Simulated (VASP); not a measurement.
```
ZrO2
1.0
    0.00000     2.55920     2.55920
    2.55920     0.00000     2.55920
    2.55920     2.55920     0.00000
Zr O
1 2
Direct
  0.00000   0.00000   0.00000
  0.25000   0.25000   0.25000
  0.75000   0.75000   0.75000
```

Calculation: PBE GGA, VASP's PBE PAW potentials (set 64) (plane waves; VASP). Settings: 520 eV cut-off, 8×8×8 Γ-centred mesh, tetrahedra with Blöchl corrections, potentials Zr_sv O.

Problem. Tabulate the total density of states (states/eV per cell) against energy (eV; zero at the valence-band maximum or, without a gap, the Fermi level).

Solution. 
```
E (eV) | DOS (states/eV)
    -9.92 |  0.00
    -9.44 |  0.00
    -9.08 |  0.00
    -8.60 |  0.00
    -8.24 |  0.00
    -7.76 |  0.00
    -7.40 |  0.00
    -6.92 |  0.00
    -6.44 |  0.00
    -6.08 |  0.00
    -5.60 | ## 0.21
    -5.24 | #### 0.50
    -4.76 | ####################### 2.75
    -4.40 | ##################### 2.48
    -3.92 | ############################## 3.62
    -3.56 | ################# 2.01
    -3.08 | ##################### 2.55
    -2.60 | ####### 0.85
    -2.24 | ##################### 2.58
    -1.76 | #################### 2.37
    -1.40 | ###################### 2.67
    -0.92 | ############################ 3.33
    -0.56 | ################# 2.00
    -0.08 | # 0.07
     0.40 |  0.00
     0.76 |  0.00
     1.24 |  0.00
     1.60 |  0.00
     2.08 |  0.00
     2.44 |  0.00
     2.92 |  0.00
     3.28 |  0.01
     3.76 | ############## 1.65
     4.24 | ############################## 3.58
     4.60 | ################ 1.98
     5.08 |  0.00
     5.44 |  0.00
     5.92 | ########### 1.29
     6.28 | ################### 2.23
     6.76 | ################## 2.16
```
Within 2 eV below the valence-band maximum the largest weight inside VASP's projection spheres is O p.

The compound is ZrO2 in the fluorite structure, the high-temperature cubic form, which is unstable at 0 K; the monoclinic form is the stable one. It was relaxed first.
